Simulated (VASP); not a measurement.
These are PBEsol GGA, VASP's PBE PAW potentials (set 64) (plane waves; VASP) values and carry that method's errors.

VASP input:

File POSCAR:
```
MgS
1
    0.0000000000     2.5890714753     2.5890714753
    2.5890714753     0.0000000000     2.5890714753
    2.5890714753     2.5890714753     0.0000000000
Mg S
1 1
Direct
  0.0000000000   0.0000000000   0.0000000000
  0.5000000000   0.5000000000   0.5000000000
```

**KPOINTS**
```
Automatic mesh
0
Gamma
9 9 9
0 0 0
```

### INCAR
```
SYSTEM = MgS
PREC = Accurate; ENCUT = 400; LREAL = .False.
LASPH = .True.
EDIFF = 1E-8; NELM = 100; ALGO = Normal
ISMEAR = 0; SIGMA = 0.01
GGA = PS
LWAVE = .False.; LCHARG = .False.
LEPSILON = .True.
```

POTCAR, in this order: Mg S (PBE.64 set). Program: vasp_std.

The resulting files:

**OUTCAR**
```
 ion  position               nearest neighbor table
   1  0.000  0.000  0.000-   2 2.59   2 2.59   2 2.59   2 2.59   2 2.59   2 2.59
   2  0.500  0.500  0.500-   1 2.59   1 2.59   1 2.59   1 2.59   1 2.59   1 2.59
  LATTYP: Found a face centered cubic cell.
 ALAT       =     5.1781429506
 Subroutine PRICEL returns:
 Original cell was already a primitive cell.
 Subroutine GETGRP returns: Found 48 space group operations
The static configuration has the point symmetry O_h .
The dynamic configuration has the point symmetry O_h .
 Subroutine INISYM returns: Found 48 space group operations
 Subroutine IBZKPT returns following result:
 Found     35 irreducible k-points:

 Following reciprocal coordinates:
            Coordinates               Weight
  0.000000  0.000000  0.000000      1.000000
  0.111111  0.000000  0.000000      8.000000
  0.222222  0.000000  0.000000      8.000000
  0.333333  0.000000  0.000000      8.000000
  0.444444  0.000000  0.000000      8.000000
  0.111111  0.111111  0.000000      6.000000
  0.222222  0.111111  0.000000     24.000000
  0.333333  0.111111  0.000000     24.000000
  0.444444  0.111111  0.000000     24.000000
 -0.444444  0.111111  0.000000     24.000000
 -0.333333  0.111111  0.000000     24.000000
 -0.222222  0.111111  0.000000     24.000000
 -0.111111  0.111111  0.000000     12.000000
  0.222222  0.222222  0.000000      6.000000
  0.333333  0.222222  0.000000     24.000000
  0.444444  0.222222  0.000000     24.000000
 -0.444444  0.222222  0.000000     24.000000
 -0.333333  0.222222  0.000000     24.000000
 -0.222222  0.222222  0.000000     12.000000
  0.333333  0.333333  0.000000      6.000000
  0.444444  0.333333  0.000000     24.000000
 -0.444444  0.333333  0.000000     24.000000
 -0.333333  0.333333  0.000000     12.000000
  0.444444  0.444444  0.000000      6.000000
...
```

### OSZICAR
```
...
RMM:   9    -0.319513706603E+02    0.17566E-05    0.68530E-07   753   0.780E-05
RMM:  10    -0.319513706562E+02    0.40710E-08   -0.15701E-09   639   0.455E-05
 Linear response G [H, r] |phi>, progress :
  Direction:   3
       N       E                     dE             d eps       ncg     rms
RMM:   1    -0.273717365438E+02   -0.27372E+02    0.77677E+01  1227   0.545E+01
RMM:   2    -0.229871802877E+02    0.43846E+01   -0.25842E+00   906   0.113E+01
RMM:   3    -0.229876722429E+02   -0.49196E-03   -0.52051E-02   908   0.171E+00
RMM:   4    -0.229877880086E+02   -0.11577E-03   -0.72922E-04   972   0.229E-01
RMM:   5    -0.229878040091E+02   -0.16001E-04   -0.25443E-05   959   0.375E-02
RMM:   6    -0.229878045804E+02   -0.57127E-06   -0.46636E-07   975   0.657E-03
RMM:   7    -0.229878046105E+02   -0.30121E-07    0.98273E-07   965   0.124E-03
RMM:   8    -0.229878045732E+02    0.37245E-07    0.99931E-07   851   0.252E-04
RMM:   9    -0.229878046247E+02   -0.51495E-07   -0.25036E-07   714   0.713E-05
RMM:  10    -0.229878046249E+02   -0.14495E-09   -0.20305E-10   609   0.453E-05
 Linear response to external field (no local field effect), progress :
  Direction:   1
       N       E                     dE             d eps       ncg     rms          rms(c)
RMM:   1    -0.573903486644E+00   -0.57390E+00   -0.22434E+00  1204   0.378E+00
RMM:   2    -0.582904126354E+00   -0.90006E-02   -0.79804E-03   931   0.622E-01
RMM:   3    -0.582979656946E+00   -0.75531E-04   -0.12929E-04   920   0.705E-02
RMM:   4    -0.582981311493E+00   -0.16545E-05   -0.24342E-06   960   0.979E-03
RMM:   5    -0.582981340438E+00   -0.28945E-07   -0.72774E-08   907   0.133E-03
RMM:   6    -0.582981341608E+00   -0.11706E-08    0.39170E-10   816   0.214E-04
 Linear response to external field (no local field effect), progress :
  Direction:   2
       N       E                     dE             d eps       ncg     rms          rms(c)
RMM:   1    -0.576839677297E+00   -0.57684E+00   -0.22572E+00  1195   0.373E+00
RMM:   2    -0.585634090172E+00   -0.87944E-02   -0.82697E-03   940   0.618E-01
RMM:   3    -0.585698930725E+00   -0.64841E-04   -0.12511E-04   921   0.697E-02
RMM:   4    -0.585700440599E+00   -0.15099E-05   -0.22325E-06   976   0.943E-03
RMM:   5    -0.585700465460E+00   -0.24860E-07   -0.65048E-08   923   0.127E-03
RMM:   6    -0.585700466491E+00   -0.10312E-08   -0.84683E-10   814   0.200E-04
 Linear response to external field (no local field effect), progress :
  Direction:   3
       N       E                     dE             d eps       ncg     rms          rms(c)
RMM:   1    -0.291709164496E+00   -0.29171E+00   -0.93112E-01  1158   0.293E+00
RMM:   2    -0.294917873464E+00   -0.32087E-02   -0.53905E-03   914   0.499E-01
RMM:   3    -0.294951188298E+00   -0.33315E-04   -0.11574E-04   909   0.615E-02
RMM:   4    -0.294951892373E+00   -0.70407E-06   -0.23885E-06   939   0.883E-03
RMM:   5    -0.294951905266E+00   -0.12893E-07   -0.71516E-08   859   0.120E-03
RMM:   6    -0.294951905749E+00   -0.48354E-09   -0.12327E-09   724   0.202E-04
 Linear response to external field, progress :
  Direction:   1
       N       E                     dE             d eps       ncg     rms          rms(c)
RMM:   1    -0.481056097302E+00   -0.48106E+00   -0.18130E+00  2533   0.347E+00
RMM:   2    -0.487816090754E+00   -0.67600E-02   -0.72407E-03  1970   0.576E-01    0.143E+00
RMM:   3    -0.446489070104E+00    0.41327E-01   -0.51070E-02  1846   0.124E+00    0.721E-01
RMM:   4    -0.457479633445E+00   -0.10991E-01   -0.24060E-02  1949   0.901E-01    0.231E-01
RMM:   5    -0.470628816125E+00   -0.13149E-01   -0.10377E-03  1909   0.257E-01    0.564E-02
RMM:   6    -0.470449163269E+00    0.17965E-03   -0.19705E-05  2035   0.358E-02    0.384E-02
RMM:   7    -0.470582078976E+00   -0.13292E-03   -0.51511E-05  1933   0.425E-02    0.959E-03
RMM:   8    -0.470711555475E+00   -0.12948E-03   -0.36630E-06  1970   0.133E-02    0.422E-03
RMM:   9    -0.470691994599E+00    0.19561E-04   -0.35011E-07  2111   0.233E-03    0.673E-04
RMM:  10    -0.470714213803E+00   -0.22219E-04    0.84023E-07  2112   0.527E-04    0.270E-04
RMM:  11    -0.470713653493E+00    0.56031E-06   -0.22676E-07  1969   0.136E-04    0.102E-04
RMM:  12    -0.470714320547E+00   -0.66705E-06    0.13667E-07   947   0.487E-05    0.181E-05
RMM:  13    -0.470714372867E+00   -0.52319E-07   -0.12010E-08   433   0.428E-05    0.886E-06
 Linear response to external field, progress :
  Direction:   2
       N       E                     dE             d eps       ncg     rms          rms(c)
RMM:   1    -0.480669263606E+00   -0.48067E+00   -0.18091E+00  2539   0.348E+00
RMM:   2    -0.487819758923E+00   -0.71505E-02   -0.71849E-03  1976   0.579E-01    0.143E+00
RMM:   3    -0.446490251550E+00    0.41330E-01   -0.51035E-02  1847   0.124E+00    0.721E-01
RMM:   4    -0.457482695124E+00   -0.10992E-01   -0.24083E-02  1952   0.902E-01    0.231E-01
RMM:   5    -0.470627431172E+00   -0.13145E-01   -0.10414E-03  1915   0.257E-01    0.563E-02
RMM:   6    -0.470447899717E+00    0.17953E-03   -0.19968E-05  2041   0.359E-02    0.383E-02
RMM:   7    -0.470582276618E+00   -0.13438E-03   -0.51622E-05  1937   0.425E-02    0.954E-03
RMM:   8    -0.470711489724E+00   -0.12921E-03   -0.36470E-06  1976   0.133E-02    0.418E-03
RMM:   9    -0.470691899026E+00    0.19591E-04    0.84838E-08  2119   0.234E-03    0.656E-04
RMM:  10    -0.470714210074E+00   -0.22311E-04    0.10631E-06  2103   0.528E-04    0.263E-04
RMM:  11    -0.470713633515E+00    0.57656E-06    0.36112E-07  1988   0.135E-04    0.989E-05
RMM:  12    -0.470714305079E+00   -0.67156E-06    0.48364E-07   896   0.482E-05    0.172E-05
RMM:  13    -0.470714359067E+00   -0.53988E-07   -0.18153E-08   423   0.420E-05    0.874E-06
 Linear response to external field, progress :
  Direction:   3
       N       E                     dE             d eps       ncg     rms          rms(c)
RMM:   1    -0.480726971278E+00   -0.48073E+00   -0.18097E+00  2536   0.348E+00
RMM:   2    -0.487818559459E+00   -0.70916E-02   -0.71983E-03  1978   0.579E-01    0.143E+00
RMM:   3    -0.446490048244E+00    0.41329E-01   -0.51036E-02  1847   0.124E+00    0.721E-01
RMM:   4    -0.457483400264E+00   -0.10993E-01   -0.24091E-02  1950   0.902E-01    0.231E-01
RMM:   5    -0.470628594308E+00   -0.13145E-01   -0.10411E-03  1910   0.257E-01    0.563E-02
RMM:   6    -0.470448607957E+00    0.17999E-03   -0.19952E-05  2044   0.359E-02    0.383E-02
RMM:   7    -0.470582349525E+00   -0.13374E-03   -0.51624E-05  1938   0.426E-02    0.954E-03
RMM:   8    -0.470711513164E+00   -0.12916E-03   -0.34746E-06  1973   0.133E-02    0.418E-03
RMM:   9    -0.470691915206E+00    0.19598E-04    0.16247E-06  2109   0.234E-03    0.655E-04
RMM:  10    -0.470714219591E+00   -0.22304E-04    0.75471E-07  2108   0.527E-04    0.264E-04
RMM:  11    -0.470713635407E+00    0.58418E-06   -0.12126E-07  1970   0.135E-04    0.987E-05
RMM:  12    -0.470714319573E+00   -0.68417E-06    0.19446E-07   909   0.488E-05    0.179E-05
RMM:  13    -0.470714367629E+00   -0.48056E-07   -0.81182E-09   409   0.414E-05    0.862E-06
```

File OUTCAR:
```
------------------------ aborting loop because EDIFF is reached ----------------------------------------

 HEAD OF MICROSCOPIC STATIC DIELECTRIC TENSOR (INDEPENDENT PARTICLE, excluding Hartree and local field effects)
 ------------------------------------------------------
           6.086805     0.000000     0.000000
           0.000000     6.086805     0.000000
          -0.000000    -0.000000     6.086805
 ------------------------------------------------------

 MACROSCOPIC STATIC DIELECTRIC TENSOR (including local field effects in DFT)
 ------------------------------------------------------
           5.496960     0.000000    -0.000000
          -0.000000     5.496960     0.000000
           0.000000     0.000000     5.496960
 ------------------------------------------------------

 PIEZOELECTRIC TENSOR (including local field effects)  for field in x, y, z        (e  Angst)
          XX          YY          ZZ          XY          YZ          ZX
  --------------------------------------------------------------------------------
  x     0.00000     0.00000     0.00000     0.00000     0.00000     0.00000
  y     0.00000     0.00000     0.00000     0.00000     0.00000     0.00000
  z     0.00000     0.00000     0.00000     0.00000     0.00000     0.00000

 PIEZOELECTRIC TENSOR (including local field effects)  for field in x, y, z        (C/m^2)
          XX          YY          ZZ          XY          YZ          ZX
  --------------------------------------------------------------------------------
  x     0.00000     0.00000     0.00000     0.00000     0.00000     0.00000
  y     0.00000     0.00000     0.00000     0.00000     0.00000     0.00000
  z     0.00000     0.00000     0.00000     0.00000     0.00000     0.00000

 BORN EFFECTIVE CHARGES (including local field effects) (in |e|, cummulative output)
 ---------------------------------------------------------------------------------
 ion    1
    1     2.30409    -0.00000     0.00000
    2    -0.00000     2.30409    -0.00000
    3     0.00000    -0.00000     2.30409
 ion    2
    1    -2.30409     0.00000    -0.00000
    2     0.00000    -2.30409     0.00000
    3    -0.00000     0.00000    -2.30409
```
(Selected blocks of OUTCAR.)

The compound is MgS in the rock salt structure. It was relaxed first.
